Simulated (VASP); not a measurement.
# A VASP study of CuPPbSe (PBE): structure first, properties next, part 4 of 4

Aim: relax CuPPbSe, then compute properties on the relaxed cell. The cell is invented: it takes the structure of a Materials Project entry for CuGePSe (space group 160 there), with some of its atoms replaced by other elements, volume scaled by an estimate. It may not be a known or stable phase. Left out of this account: 1 further run (vcrelax: a spoilt try).

VASP 6.6.1; PBE, no spin polarisation; plane waves and PAW (Pb_d, Se, Cu, P); invented cell.

Still holding for the runs below: This run has no spin polarisation, although Cu can carry a moment. The k-mesh is coarse for a metal.

So far. Step 5 (Band structure (PBE)): There is no gap at this level. Step 6 (Total and projected DOS (PBE)): The finer mesh and the other smearing move the Fermi level by +0.01 eV from the 6×6×6 run, a small shift, which tests the Fermi level alone. Of the states within 0.3 eV of the Fermi level, the largest shares in the PAW spheres are Cu d 26 %, Se p 20 % and P p 10 %. The rest lies in smaller channels or between the spheres. The relaxed cell has a = 4.147, c = 20.382 Å (conventional setting).

### 7. Vibrations at Γ (PBE)

Zone-centre modes test whether the atoms sit at a minimum within this cell. IBRION = 8 takes the force constants from linear response, which needs tightly converged orbitals.

INCAR reads:

```
SYSTEM = CuPPbSe
PREC = Accurate
ENCUT = 400
EDIFF = 1E-08
NELM = 100
ISMEAR = -1
SIGMA = 0.05
LREAL = .FALSE.
ALGO = Normal
GGA = PE
NBANDS = 24
LORBIT = 11
LWAVE = .FALSE.
LCHARG = .FALSE.
KPAR = 2
IBRION = 8
ISIF = 2
```

POSCAR reads:

```
CuPPbSe
1.0
    2.0735770812      1.1971804247      6.7938397603
   -2.0735770812      1.1971804247      6.7938397603
    0.0000000000     -2.3943608496      6.7938397603
Pb Se Cu P
1 1 1 1
Direct
    0.5021419233      0.5021419233      0.5021419233
    0.6378444674      0.6378444674      0.6378444674
    0.9996669612      0.9996669612      0.9996669612
    0.1103476481      0.1103476481      0.1103476481
```

KPOINTS reads:

```
Automatic mesh
0
Gamma
6 6 6
0 0 0
```

PAW data sets: Pb_d, Se, Cu and P (PBE family, release 64).

The run is started by

```bash
$ mpirun -np 2 vasp_std
```

What it wrote:

```text
[... set-up lines as in an earlier step ...]
 entering main loop
       N       E                     dE             d eps       ncg     rms          rms(c)
DAV:   1     0.287222997587E+03    0.28722E+03   -0.14171E+04  1536   0.135E+03
DAV:   2     0.952594430310E+01   -0.27770E+03   -0.26905E+03  1552   0.348E+02
DAV:   3    -0.168647074688E+02   -0.26391E+02   -0.25755E+02  2144   0.128E+02
DAV:   4    -0.178928466937E+02   -0.10281E+01   -0.10253E+01  1744   0.281E+01
[... 1 cycle as in an earlier step ...]
DAV:   6    -0.206609380616E+02   -0.27181E+01   -0.48222E+01  1824   0.153E+02    0.117E+01
DAV:   7    -0.166478411851E+02    0.40131E+01   -0.11276E+01  1800   0.781E+01    0.484E+00
DAV:   8    -0.162669733675E+02    0.38087E+00   -0.30371E+00  2456   0.425E+01    0.205E+00
DAV:   9    -0.162992175859E+02   -0.32244E-01   -0.65626E-01  2304   0.152E+01    0.102E+00
[...]
DAV:  17    -0.162849513746E+02    0.12088E-06   -0.15120E-06  2336   0.343E-02    0.884E-04
DAV:  18    -0.162849513895E+02   -0.14915E-07   -0.30290E-07  2208   0.584E-03    0.846E-04
DAV:  19    -0.162849513812E+02    0.83292E-08   -0.27722E-08  1616   0.220E-03
   1 F= -.16284951E+02 E0= -.16280280E+02  d E =-.934306E-02
 Linear response reoptimize wavefunctions to high precision
DAV:   1    -0.162849513879E+02   -0.66834E-08   -0.10420E-08  1944   0.215E-03
DAV:   2    -0.162849513880E+02   -0.15234E-09   -0.18288E-09   928   0.261E-04
DAV:   3    -0.162849513881E+02   -0.52296E-10   -0.19521E-10   840   0.135E-04
 Linear response DOF=           8
 Linear response progress:
  Degree of freedom:   1/  8
       N       E                     dE             d eps       ncg     rms          rms(c)
RMM:   1    -0.329469117503E+00   -0.32947E+00   -0.15490E-01  7708   0.465E+00
RMM:   2    -0.331473400308E+00   -0.20043E-02   -0.22176E-02  8884   0.102E+00    0.508E-02
RMM:   3    -0.331393028054E+00    0.80372E-04   -0.15000E-03  9939   0.298E-01    0.276E-02
RMM:   4    -0.330995260490E+00    0.39777E-03   -0.21904E-04  9757   0.127E-01    0.589E-03
[...]
RMM:  15    -0.330978002943E+00   -0.20310E-07    0.22204E-07 11293   0.616E-05    0.137E-06
RMM:  16    -0.330978021833E+00   -0.18890E-07    0.91104E-08 10990   0.342E-05    0.284E-07
RMM:  17    -0.330978026657E+00   -0.48240E-08    0.43699E-08 11219   0.196E-05    0.267E-07
 first order change of Fermi-energy  -0.13002E-03
 force on displaced ion       1 direction 1 :  -6.221  -0.001  -0.000
 Linear response progress:
  Degree of freedom:   2/  8
       N       E                     dE             d eps       ncg     rms          rms(c)
RMM:   1    -0.349372186749E+00   -0.34937E+00   -0.15176E-01  2253   0.470E+00
RMM:   2    -0.351035068742E+00   -0.16629E-02   -0.31350E-02  2548   0.120E+00    0.737E-02
RMM:   3    -0.350857425185E+00    0.17764E-03   -0.29415E-03  2814   0.385E-01    0.450E-02
RMM:   4    -0.350511095293E+00    0.34633E-03   -0.30347E-04  2590   0.161E-01    0.227E-02
[...]
RMM:  14    -0.350333184627E+00    0.14696E-07   -0.49823E-09  3066   0.143E-04    0.274E-06
RMM:  15    -0.350333172360E+00    0.12268E-07   -0.22851E-09  2938   0.706E-05    0.159E-06
RMM:  16    -0.350333173597E+00   -0.12374E-08   -0.11280E-09  2818   0.366E-05    0.666E-07
 first order change of Fermi-energy  -0.15444E+00
 force on displaced ion       1 direction 3 :   0.000   0.000  -9.271
 Linear response progress:
  Degree of freedom:   3/  8
       N       E                     dE             d eps       ncg     rms          rms(c)
RMM:   1    -0.861918767347E-01   -0.86192E-01    0.79535E-02 11695   0.179E+00
RMM:   2    -0.820194918238E-01    0.41724E-02   -0.88958E-03  7747   0.847E-01    0.111E-01
RMM:   3    -0.826476430151E-01   -0.62815E-03   -0.29148E-03  9029   0.297E-01    0.423E-02
RMM:   4    -0.828372489755E-01   -0.18961E-03   -0.19401E-04  8941   0.906E-02    0.176E-02
[...]
RMM:  12    -0.829698628754E-01   -0.20279E-07    0.34831E-10  9889   0.163E-04    0.933E-06
RMM:  13    -0.829699057044E-01   -0.42829E-07    0.18905E-09 10724   0.785E-05    0.379E-06
RMM:  14    -0.829699109680E-01   -0.52635E-08    0.36541E-10  9626   0.357E-05    0.943E-07
 first order change of Fermi-energy  -0.62420E-04
 force on displaced ion       2 direction 1 :  -3.651   0.006   0.001
 Linear response progress:
  Degree of freedom:   4/  8
       N       E                     dE             d eps       ncg     rms          rms(c)
RMM:   1    -0.101836238933E+00   -0.10184E+00    0.45598E-02  3426   0.169E+00
RMM:   2    -0.947067617869E-01    0.71295E-02   -0.10621E-03  2146   0.725E-01    0.104E-01
RMM:   3    -0.955742065950E-01   -0.86744E-03   -0.26328E-03  2089   0.455E-01    0.796E-02
RMM:   4    -0.954921293234E-01    0.82077E-04   -0.54288E-04  2030   0.276E-01    0.320E-02
[...]
RMM:  13    -0.956809084300E-01   -0.44451E-07   -0.31644E-10  2709   0.145E-04    0.949E-06
RMM:  14    -0.956808964367E-01    0.11993E-07    0.57167E-11  2385   0.803E-05    0.345E-06
RMM:  15    -0.956808963611E-01    0.75655E-10    0.13335E-10  2753   0.335E-05    0.139E-06
 first order change of Fermi-energy  -0.10364E+00
 force on displaced ion       2 direction 3 :   0.000   0.000  -5.280
 Linear response progress:
  Degree of freedom:   5/  8
       N       E                     dE             d eps       ncg     rms          rms(c)
RMM:   1    -0.244061808587E+00   -0.24406E+00   -0.13484E-01  7664   0.365E+00
RMM:   2    -0.242713855619E+00    0.13480E-02   -0.63004E-03  7672   0.814E-01    0.114E-01
RMM:   3    -0.242938052772E+00   -0.22420E-03   -0.15542E-03  8857   0.222E-01    0.638E-02
RMM:   4    -0.243041856910E+00   -0.10380E-03   -0.13460E-04  9461   0.672E-02    0.188E-02
RMM:   5    -0.243129393456E+00   -0.87537E-04   -0.37668E-05 10067   0.389E-02    0.501E-03
```

It took 21 min on 2 MPI ranks of Intel Xeon Platinum 8488C (Sapphire Rapids), shared host.

The run was cut off at its time limit.

More ranks or a longer limit would be the way on.

### 8. Core-level energies (PBE)

ICORELEVEL = 1 prints the core eigenvalues in the potential of the ground state.

Edit INCAR of step 7 so:

```diff
@@ -3,3 +3,3 @@
 ENCUT = 400
-EDIFF = 1E-08
+EDIFF = 1E-06
 NELM = 100
@@ -15,3 +15,2 @@
 KPAR = 2
-IBRION = 8
-ISIF = 2
+ICORELEVEL = 1
```

POSCAR is that of step 7.

KPOINTS is that of step 7.

The run is started by

```bash
$ mpirun -np 2 vasp_std
```

What it wrote:

```text
[... set-up lines as in an earlier step ...]
 entering main loop
       N       E                     dE             d eps       ncg     rms          rms(c)
[... 14 cycles as in an earlier step ...]
DAV:  15    -0.162849509293E+02   -0.32699E-05   -0.29805E-05  2264   0.639E-02    0.536E-03
DAV:  16    -0.162849514885E+02   -0.55916E-06   -0.14614E-06  1328   0.207E-02
   1 F= -.16284951E+02 E0= -.16280277E+02  d E =-.934862E-02
```

Run time: 76 s. Hardware: 2 MPI ranks; peak memory 0.7 GiB; 2.4 min of CPU time.

OUTCAR, selected parts (step 8):

```text
   NELECT =      36.0000    total number of electrons

 the core state eigenenergies are
   1-  1s -88083.3548  2s -15744.8639  2p -13499.6244  3s  -3773.1329  3p  -3129.6705
       3d  -2474.7208  4s   -847.6788  4p   -636.8876  4d   -393.2763  4f   -124.3106
       5s   -135.5192  5p    -77.2231
   2-  1s -12493.5380  2s  -1597.0135  2p  -1403.3672  3s   -203.6459  3p   -143.1152
       3d    -43.2939
   3-  1s  -8843.9467  2s  -1056.2166  2p   -910.6803  3s   -107.9397  3p    -65.3150

   4-  1s  -2074.1264  2s   -164.2029  2p   -114.6849

 E-fermi :   4.3570

  Total       -0.0360878     -0.0360878     -0.0387461      0.0000000      0.0000000      0.0000000
  in kB       -0.5713788     -0.5713789     -0.6134689      0.0000000      0.0000000      0.0000000
  external PRESSURE =      -0.5854088 kB  Pullay stress =       0.0000000 kB

  FREE ENERGIE OF THE ION-ELECTRON SYSTEM (eV)
  ---------------------------------------------------
  free  energy   TOTEN  =       -16.2849514885 eV

  energy  without entropy=      -16.2756028703  energy(sigma->0) =      -16.28027718

[... 16 parts as in an earlier step ...]

[... 2 further parts left out ...]
```

These are scalar-relativistic Kohn-Sham levels of the ground state, with no core hole, so they are not binding energies.

Numbers from this step:

- SCF cycles: 16
- bands: 24
- irreducible k-points: 32
- free energy (TOTEN): -16.28 eV
- Fermi energy: 4.357 eV
- pressure: -0.05854 GPa

Kohn-Sham core levels. Core levels, by row:

```tsv
atom	shell	level below the Fermi level (eV)
Pb1	1s	88088
Pb1	2s	15749
Pb1	2p	13504
Pb1	3s	3777
Pb1	3p	3134
Pb1	3d	2479
Pb1	4s	852
Pb1	4p	641.2
Pb1	4d	397.6
Pb1	4f	128.7
Pb1	5s	139.9
Pb1	5p	81.58
Se2	1s	12498
Se2	2s	1601
Se2	2p	1408
Se2	3s	208
Se2	3p	147.5
Se2	3d	47.65
Cu3	1s	8848
Cu3	2s	1061
Cu3	2p	915
Cu3	3s	112.3
Cu3	3p	69.67
P4	1s	2078
P4	2s	168.6
P4	2p	119
```

### 9. Summary of results

| Item | Value |
| --- | --- |
| relaxed volume | 25.30 Å³/atom |
| relaxed conventional cell a, b, c | 4.147, 4.147, 20.382 Å; angles 90.0, 90.0, 120.0° |
| space group after relaxing, within 0.02 Å | R3m (No. 160) |
| band gap | none, a metal |
| DOS at the Fermi level | 0.877 states/eV/cell |
| shallowest level of the frozen cores | Se2 3d, 47.7 eV deep |

With PBE, CuPPbSe relaxes to 25.30 Å³/atom in space group R3m (held by the symmetry of the run) and comes out as a metal. Not obtained: vibrations at Γ (PBE), because the run hit its time limit. Band structure (PBE): Of the bands kept, 3 cross the Fermi level on this path. Spin-orbit coupling is left out, and with elements this heavy it would split and shift bands near the Fermi level. The k-sampling is coarse for a metal, so the Fermi level, pressures and the shape of the cell carry errors. Magnetism was not tested. No search among competing phases was made. All values are for a static lattice at zero temperature.

[Lines on the potential files, build, host, timing and source positions are cut from VASP's logs without a mark.]

[Logs are printed without paths, hosts, clocks, repeated set-up lines and the standing remarks that a program may print on its own settings, such as how far it seeks lower states.]

[Hosts, paths, dates, database ids (printed as entryN), source tags and the programs' standing remarks are cut or masked in the printed files.]

[A measured line is paired with the nearest computed mode of its activity, which favours agreement.]
